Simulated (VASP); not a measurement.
# A VASP study of TiC (Khamrabaevite) (LDA): structure first, properties next

Aim: relax TiC (Khamrabaevite), then compute properties on the relaxed cell. The steps: relaxing cell and atoms (LDA), second relaxation, density, ELF and potential (LDA), band structure (LDA), density of states (LDA), volume scan with LDA, fit for LDA and vibrations at Γ (LDA). The start is a cell from a database of measured crystal structures.

Method: LDA; plane waves and PAW (Ti_sv, C), in VASP 6.6.1.

## (1) Starting point

Before any relaxation, the start is as follows. The structure is cubic, space group Fm-3m (No. 225). Conventional cell: a = 4.328 Å, b = 4.328 Å, c = 4.328 Å, α = 90.00°, β = 90.00°, γ = 90.00°. Nearest to Ti lie 6 C at 2.16 Å. Nearest to C lie 6 Ti at 2.16 Å. Farther neighbours are not listed.

## (2) Relaxing cell and atoms (LDA)

The start need not lie at this functional's minimum. ISIF = 3 frees volume, shape and positions, and EDIFFG sets the threshold on forces and stress at which the search stops. LDA, the lowest rung, knows the local density alone.

Input file INCAR:

```
SYSTEM = TiC
PREC = Accurate
ENCUT = 520
EDIFF = 1E-06
NELM = 100
ISMEAR = 0
SIGMA = 0.05
LREAL = .FALSE.
ALGO = Normal
GGA = CA
NBANDS = 14
LASPH = .TRUE.
LORBIT = 11
LWAVE = .FALSE.
LCHARG = .FALSE.
KPAR = 2
IBRION = 2
NSW = 60
ISIF = 3
EDIFFG = -0.01
```

Input file POSCAR:

```
TiC
1.0
    0.0000000000      2.1640000000      2.1640000000
    2.1640000000      0.0000000000      2.1640000000
    2.1640000000      2.1640000000      0.0000000000
Ti C
1 1
Direct
    0.0000000000      0.0000000000      0.0000000000
    0.5000000000      0.5000000000      0.5000000000
```

Input file KPOINTS:

```
Automatic mesh
0
Gamma
11 11 11
0 0 0
```

Potentials, in the order of the species: Ti_sv and C (LDA family, release 64).

The run is started by

```bash
$ mpirun -np 2 vasp_std
```

The log of the run:

```text
[banner, memory and clock lines left out]
running    2 mpi-ranks, on    1 nodes
 distrk:  each k-point on    1 cores,    2 groups
 distr:  one band on    1 cores,    1 groups

 POSCAR found type information on POSCAR TiC
 POSCAR found :  2 types and       2 ions
 LDA part: xc-table for (Slater(with rela. corr.)+CA(PZ))
 , standard interpolation
 POSCAR, INCAR and KPOINTS ok, starting setup
 FFT: planning ... GRIDC
 FFT: planning ... GRID_SOFT
 FFT: planning ... GRID
 WAVECAR not read
 entering main loop
       N       E                     dE             d eps       ncg     rms          rms(c)
DAV:   1     0.115312584253E+03    0.11531E+03   -0.81516E+03  1568   0.136E+03
DAV:   2    -0.181009264259E+02   -0.13341E+03   -0.12616E+03  1706   0.350E+02
DAV:   3    -0.257736708608E+02   -0.76727E+01   -0.75065E+01  2054   0.810E+01
DAV:   4    -0.260577946785E+02   -0.28412E+00   -0.28387E+00  1996   0.145E+01
DAV:   5    -0.260652017724E+02   -0.74071E-02   -0.74069E-02  2054   0.196E+00    0.180E+01
DAV:   6    -0.212801061828E+02    0.47851E+01   -0.13679E+01  2226   0.602E+01    0.725E+00
DAV:   7    -0.205707174716E+02    0.70939E+00   -0.24923E+00  1920   0.238E+01    0.500E+00
DAV:   8    -0.205408718999E+02    0.29846E-01   -0.12111E-01  1724   0.364E+00    0.367E+00
DAV:   9    -0.205101726590E+02    0.30699E-01   -0.13589E-01  1998   0.493E+00    0.691E-01
DAV:  10    -0.205100576308E+02    0.11503E-03   -0.13241E-02  1942   0.132E+00    0.680E-01
DAV:  11    -0.205072484954E+02    0.28091E-02   -0.42005E-03  1736   0.101E+00    0.274E-01
DAV:  12    -0.205069432812E+02    0.30521E-03   -0.69611E-04  1996   0.374E-01    0.463E-02
DAV:  13    -0.205069287058E+02    0.14575E-04   -0.51456E-05  1918   0.101E-01    0.117E-02
DAV:  14    -0.205069282598E+02    0.44604E-06   -0.29071E-06  1782   0.152E-02
   1 F= -.20506928E+02 E0= -.20506635E+02  d E =-.205069E+02
 curvature:   0.00 expect dE= 0.000E+00 dE for cont linesearch  0.000E+00
 trial: gam= 0.00000 g(F)=  0.480E-60 g(S)=  0.150E+00 ort = 0.000E+00 (trialstep = 0.100E+01)
 search vector abs. value=  0.150E+00
 bond charge predicted
       N       E                     dE             d eps       ncg     rms          rms(c)
DAV:   1    -0.222711965297E+02   -0.17643E+01   -0.38948E+01  1868   0.896E+01    0.129E+01
DAV:   2    -0.206730707477E+02    0.15981E+01   -0.40752E+00  2018   0.369E+01    0.353E+00
DAV:   3    -0.204422271260E+02    0.23084E+00   -0.49967E-01  2008   0.732E+00    0.169E+00
DAV:   4    -0.204345904478E+02    0.76367E-02   -0.41914E-01  2098   0.669E+00    0.105E+00
DAV:   5    -0.204572544753E+02   -0.22664E-01   -0.34928E-02  1766   0.251E+00    0.174E-01
DAV:   6    -0.204676037386E+02   -0.10349E-01   -0.15017E-02  2422   0.582E-01    0.169E-01
DAV:   7    -0.204722126840E+02   -0.46089E-02   -0.65194E-03  1864   0.802E-01    0.362E-01
DAV:   8    -0.204711465367E+02    0.10661E-02   -0.37848E-03  1928   0.824E-01    0.221E-02
DAV:   9    -0.204712205153E+02   -0.73979E-04   -0.31049E-04  1848   0.131E-01    0.152E-02
DAV:  10    -0.204712675932E+02   -0.47078E-04   -0.91056E-05  2450   0.677E-02    0.128E-02
DAV:  11    -0.204712667332E+02    0.86002E-06   -0.16256E-05  2136   0.335E-02    0.225E-03
DAV:  12    -0.204712667564E+02   -0.23246E-07   -0.63799E-07  1208   0.706E-03
   2 F= -.20471267E+02 E0= -.20470897E+02  d E =0.356615E-01
[...]
3 F= -.20539067E+02 E0= -.20538777E+02  d E =-.321388E-01
 curvature:  -0.20 expect dE=-0.103E-04 dE for cont linesearch -0.103E-04
 ZBRENT: interpolating
 opt :   0.4214  next Energy=   -20.539077 (dE=-0.321E-01)
 bond charge predicted
       N       E                     dE             d eps       ncg     rms          rms(c)
DAV:   1    -0.205392142721E+02   -0.14812E-03   -0.27143E-03  1862   0.777E-01    0.117E-01
DAV:   2    -0.205391004625E+02    0.11381E-03   -0.40439E-04  1896   0.353E-01    0.351E-02
DAV:   3    -0.205390744024E+02    0.26060E-04   -0.55223E-05  2252   0.974E-02    0.137E-02
DAV:   4    -0.205390741918E+02    0.21057E-06   -0.27421E-05  2114   0.514E-02    0.747E-03
DAV:   5    -0.205390761855E+02   -0.19937E-05   -0.22775E-06  1802   0.143E-02    0.276E-03
DAV:   6    -0.205390770311E+02   -0.84562E-06   -0.15759E-06  1876   0.568E-03
   4 F= -.20539077E+02 E0= -.20538787E+02  d E =-.321488E-01
 curvature:  -0.19 expect dE=-0.309E-06 dE for cont linesearch -0.309E-06
 trial: gam=-0.00330 g(F)=  0.825E-58 g(S)=  0.165E-05 ort = 0.498E-03 (trialstep = 0.884E+00)
 search vector abs. value=  0.118E-09
 reached required accuracy - stopping structural energy minimisation
```

It took 9.6 s on 2 MPI ranks of Intel Xeon 6975P-C (Granite Rapids), shared host; peak memory 0.25 GiB.

Lines that name or quote the potential files are left out of all logs, and their timing lines are given in words.

Parts of OUTCAR (step 2):

```text
ion  position               nearest neighbor table
   1  0.000  0.000  0.000-   2 2.16   2 2.16   2 2.16   2 2.16   2 2.16   2 2.16
   2  0.500  0.500  0.500-   1 2.16   1 2.16   1 2.16   1 2.16   1 2.16   1 2.16

  LATTYP: Found a face centered cubic cell.
 ALAT       =     4.3280000000

 Subroutine GETGRP returns: Found 48 space group operations
 (whereof 48 operations were pure point group operations)

The static configuration has the point symmetry O_h .

 Found     56 irreducible k-points:

   k-points           NKPTS =     56   k-points in BZ     NKDIM =     56   number of bands    NBANDS=     14

   dimension x,y,z NGX =    24 NGY =   24 NGZ =   24
   dimension x,y,z NGXF=    48 NGYF=   48 NGZF=   48

   ENCUT  =  520.0 eV  38.22 Ry    6.18 a.u.   5.69  5.69  5.69*2*pi/ulx,y,z

   NELECT =      16.0000    total number of electrons

 k-points in reciprocal lattice and weights: Automatic mesh
   0.00000000  0.00000000  0.00000000       0.001
   0.09090909  0.00000000  0.00000000       0.006
   0.18181818  0.00000000  0.00000000       0.006
   0.27272727  0.00000000  0.00000000       0.006
   0.36363636  0.00000000  0.00000000       0.006
   0.45454545  0.00000000  0.00000000       0.006
   0.09090909  0.09090909  0.00000000       0.005
   0.18181818  0.09090909  0.00000000       0.018
   0.27272727  0.09090909  0.00000000       0.018
[...]
-0.36363636  0.45454545  0.18181818       0.018
  -0.27272727  0.45454545  0.18181818       0.018

 average (electrostatic) potential at core
       1 -70.4959       2 -48.1750

 E-fermi :   9.8966

 k-point     1 :       0.0000    0.0000    0.0000
  band No.  band energies     occupation
      1     -45.9561      2.00000
      2     -22.3341      2.00000
      3     -22.3341      2.00000
      4     -22.3341      2.00000
      5      -2.6247      2.00000
      6      10.4381      0.00000
      7      10.4381      0.00000
      8      10.4381      0.00000
      9      11.5465      0.00000
     10      11.5465      0.00000
    ...

 k-point     2 :       0.0909    0.0000    0.0000
  band No.  band energies     occupation
    ...
      2     -22.3847      2.00000
      3     -22.3387      2.00000
      4     -22.3387      2.00000
      5      -2.4257      2.00000
      6       9.6220      2.00000
      7       9.9297      0.34917
      8       9.9297      0.34916
      9      10.8104      0.00000
     10      10.8104      0.00000
     11      11.9559      0.00000
    ...

 k-point     3 :       0.1818    0.0000    0.0000
  band No.  band energies     occupation
    ...
      4     -22.3511      2.00000
      5      -1.8562      2.00000
      6       8.1704      2.00000
      7       8.7525      2.00000
      8       8.7525      2.00000
      9      11.1678      0.00000
     10      11.1678      0.00000
     11      12.4276      0.00000
     12      14.7749      0.00000
     13      14.7749      0.00000
    ...

  Total       -0.0047734     -0.0047734     -0.0047734      0.0000000      0.0000000      0.0000000
  in kB       -0.3944306     -0.3944306     -0.3944306      0.0000000      0.0000000      0.0000000
  external PRESSURE =      -0.3944306 kB  Pullay stress =       0.0000000 kB

  energy-cutoff  :      520.00
  volume of cell :       19.39
      direct lattice vectors                 reciprocal lattice vectors
     0.000000000  2.132290925  2.132290925    -0.234489578  0.234489578  0.234489578
     2.132290925 -0.000000000  2.132290925     0.234489578 -0.234489578  0.234489578
     2.132290925  2.132290925 -0.000000000     0.234489578  0.234489578 -0.234489578

 POSITION                                       TOTAL-FORCE (eV/Angst)
 -----------------------------------------------------------------------------------
      0.00000      2.13229      2.13229         0.000000      0.000000      0.000000
      2.13229      2.13229      2.13229         0.000000     -0.000000     -0.000000
 -----------------------------------------------------------------------------------
    total drift:                               -0.000000     -0.000000     -0.000000

  FREE ENERGIE OF THE ION-ELECTRON SYSTEM (eV)
  ---------------------------------------------------
  free  energy   TOTEN  =       -20.5390770311 eV

  energy  without entropy=      -20.5384963998  energy(sigma->0) =      -20.53878672

 reached required accuracy - stopping structural energy minimisation

 total charge
# of ion       s       p       d       tot
------------------------------------------
    1        2.211   6.275   2.039  10.526
    2        0.892   1.528   0.000   2.419
--------------------------------------------------
tot          3.103   7.803   2.039  12.945

[... 3 further parts left out ...]
```

CONTCAR:

```
TiC
   1.00000000000000
     0.0000000000000000    2.1322909250579927    2.1322909250579927
     2.1322909250579927   -0.0000000000000000    2.1322909250579927
     2.1322909250579927    2.1322909250579927   -0.0000000000000000
  Ti              C
     1     1
Direct
     1.0000000000000000    0.0000000000000000    0.0000000000000000
     0.5000000000000000    0.5000000000000000    0.5000000000000000
```

The run keeps the 48 symmetry operations of its start, so it cannot find a distortion of lower symmetry.

Relaxation path:

```csv
step,energy less that of the first step (eV),largest force (eV/Å),pressure (GPa),volume (Å³)
1,0.0000,0.0000,-11.40,20.27
2,0.0357,0.0000,19.58,18.23
3,-0.0321,0.0000,-0.22,19.41
4,-0.0321,0.0000,-0.04,19.39
```

```csv
"conventional cell, symmetrised",before,after,change
a (Å),4.328,4.265,-1.5 %
b (Å),4.328,4.265,-1.5 %
c (Å),4.328,4.265,-1.5 %
volume (Å³/atom),10.13,9.69,-4.3 %
```

The relaxed structure:

```
Ti C
1.0
     0.00000    2.13229    2.13229
     2.13229    0.00000    2.13229
     2.13229    2.13229    0.00000
Ti C
1 1
Direct
  0.00000 0.00000 0.00000
  0.50000 0.50000 0.50000
```

This step gave:

```yaml
electrons: 16
bands: 14
irreducible_k_points: 56
symmetry_operations: 48
free_energy_toten: -20.54 eV
energy_at_zero_smearing: -20.54 eV
fermi_energy: 9.897 eV
pressure: -0.03944 GPa
metallic: yes
scf_cycles_over_all_ionic_steps: 43
```

It ends with forces that vanish by symmetry and a pressure of -0.04 GPa. The volume lies -4.3 % from that of the database's start, which holds the thermal and zero-point expansion of its experiment. LDA is known to overbind.

## (3) Second relaxation

A relaxation keeps the plane waves of the cell it began with, so it is repeated from the new cell, on a basis made for it.

INCAR is that of step 2.

Input file POSCAR:

```
TiC
1.0
    0.0000000000      2.1322909251      2.1322909251
    2.1322909251      0.0000000000      2.1322909251
    2.1322909251      2.1322909251      0.0000000000
Ti C
1 1
Direct
    0.0000000000      0.0000000000      0.0000000000
    0.5000000000      0.5000000000      0.5000000000
```

KPOINTS is that of step 2.

The run is started by

```bash
$ mpirun -np 2 vasp_std
```

The log of the run:

```text
[... set-up lines as in an earlier step ...]
 entering main loop
       N       E                     dE             d eps       ncg     rms          rms(c)
DAV:   1     0.117734175344E+03    0.11773E+03   -0.80926E+03  1568   0.139E+03
DAV:   2    -0.182030224909E+02   -0.13594E+03   -0.12832E+03  1736   0.350E+02
DAV:   3    -0.257047578838E+02   -0.75017E+01   -0.73742E+01  2050   0.812E+01
DAV:   4    -0.259746739836E+02   -0.26992E+00   -0.26977E+00  1974   0.140E+01
DAV:   5    -0.259828060662E+02   -0.81321E-02   -0.81305E-02  2086   0.199E+00    0.189E+01
DAV:   6    -0.211758451132E+02    0.48070E+01   -0.13072E+01  2226   0.606E+01    0.691E+00
DAV:   7    -0.205851922472E+02    0.59065E+00   -0.22732E+00  1920   0.227E+01    0.535E+00
DAV:   8    -0.205540705115E+02    0.31122E-01   -0.11405E-01  1730   0.387E+00    0.346E+00
DAV:   9    -0.205412867402E+02    0.12784E-01   -0.10610E-01  1986   0.394E+00    0.694E-01
DAV:  10    -0.205404975067E+02    0.78923E-03   -0.10521E-02  2048   0.139E+00    0.645E-01
DAV:  11    -0.205385832767E+02    0.19142E-02   -0.49009E-03  1694   0.105E+00    0.129E-01
DAV:  12    -0.205385746823E+02    0.85944E-05   -0.33569E-04  1772   0.219E-01    0.493E-02
DAV:  13    -0.205385643615E+02    0.10321E-04   -0.19990E-05  1904   0.379E-02    0.616E-03
DAV:  14    -0.205385639076E+02    0.45389E-06   -0.59342E-07  1234   0.123E-02
   1 F= -.20538564E+02 E0= -.20538274E+02  d E =-.205386E+02
 curvature:   0.00 expect dE= 0.000E+00 dE for cont linesearch  0.000E+00
 trial: gam= 0.00000 g(F)=  0.141E-62 g(S)=  0.450E-06 ort = 0.000E+00 (trialstep = 0.100E+01)
 search vector abs. value=  0.450E-06
 reached required accuracy - stopping structural energy minimisation
```

It took 3.4 s on 2 MPI ranks; peak memory 0.24 GiB.

From OUTCAR (step 3):

```text
  LATTYP: Found a face centered cubic cell.
 ALAT       =     4.2645818502

The static configuration has the point symmetry O_h .

 Found     56 irreducible k-points:

   ENCUT  =  520.0 eV  38.22 Ry    6.18 a.u.   5.61  5.61  5.61*2*pi/ulx,y,z

   NELECT =      16.0000    total number of electrons

 E-fermi :   9.8963

 k-point     1 :       0.0000    0.0000    0.0000
  band No.  band energies     occupation
      1     -45.9564      2.00000
      2     -22.3341      2.00000
      3     -22.3341      2.00000
      4     -22.3341      2.00000
      5      -2.6254      2.00000
      6      10.4380      0.00000
      7      10.4380      0.00000
      8      10.4380      0.00000
      9      11.5460      0.00000
     10      11.5460      0.00000
    ...

 k-point     2 :       0.0909    0.0000    0.0000
  band No.  band energies     occupation
    ...
      2     -22.3847      2.00000
      3     -22.3387      2.00000
      4     -22.3387      2.00000
      5      -2.4264      2.00000
      6       9.6219      2.00000
      7       9.9294      0.34924
      8       9.9294      0.34923
      9      10.8103      0.00000
     10      10.8103      0.00000
     11      11.9555      0.00000
    ...

  Total        0.0024925      0.0024925      0.0024925      0.0000000     -0.0000000      0.0000000
  in kB        0.2059590      0.2059590      0.2059590      0.0000000     -0.0000000      0.0000000
  external PRESSURE =       0.2059590 kB  Pullay stress =       0.0000000 kB

  energy-cutoff  :      520.00
  volume of cell :       19.39
      direct lattice vectors                 reciprocal lattice vectors
     0.000000000  2.132290925  2.132290925    -0.234489578  0.234489578  0.234489578
     2.132290925  0.000000000  2.132290925     0.234489578 -0.234489578  0.234489578
     2.132290925  2.132290925  0.000000000     0.234489578  0.234489578 -0.234489578

 POSITION                                       TOTAL-FORCE (eV/Angst)
 -----------------------------------------------------------------------------------
      0.00000      0.00000      0.00000         0.000000     -0.000000     -0.000000
      2.13229      2.13229      2.13229        -0.000000      0.000000      0.000000
 -----------------------------------------------------------------------------------
    total drift:                                0.000000     -0.000000     -0.000000

  FREE ENERGIE OF THE ION-ELECTRON SYSTEM (eV)
  ---------------------------------------------------
  free  energy   TOTEN  =       -20.5385639076 eV

  energy  without entropy=      -20.5379833346  energy(sigma->0) =      -20.53827362

 total charge
# of ion       s       p       d       tot
------------------------------------------
    1        2.211   6.275   2.039  10.525
    2        0.892   1.528   0.000   2.420
--------------------------------------------------
tot          3.104   7.803   2.039  12.945

[... 5 parts as in an earlier step ...]

[... 6 further parts left out ...]
```

CONTCAR:

```
TiC
   1.00000000000000
     0.0000000000000000    2.1322909251000000    2.1322909251000000
     2.1322909251000000    0.0000000000000000    2.1322909251000000
     2.1322909251000000    2.1322909251000000    0.0000000000000000
  Ti              C
     1     1
Direct
     0.0000000000000000    0.0000000000000000    0.0000000000000000
     0.5000000000000000    0.5000000000000000    0.5000000000000000
```

Little changed from the start: no atom moved by 0.005 Å and no cell edge by 0.1 %.

This step gave:

| Item | Value |
| --- | --- |
| Fermi energy | 9.896 eV |
| pressure | 0.02060 GPa |
| SCF cycles over all ionic steps | 14 |

It ends with forces that vanish by symmetry and a pressure of 0.02 GPa. The volume moved by under 0.01 %: the run met its threshold at the first step.

(Part 1 of 5 ends here.)

[Lines on the potential files, build, host, timing and source positions are cut from VASP's logs without a mark.]

[Logs are printed without paths, hosts, clocks, repeated set-up lines and the standing remarks that a program may print on its own settings, such as how far it seeks lower states.]

[Hosts, paths, dates, database ids (printed as entryN), source tags and the programs' standing remarks are cut or masked in the printed files.]

[A measured line is paired with the nearest computed mode of its activity, which favours agreement.]
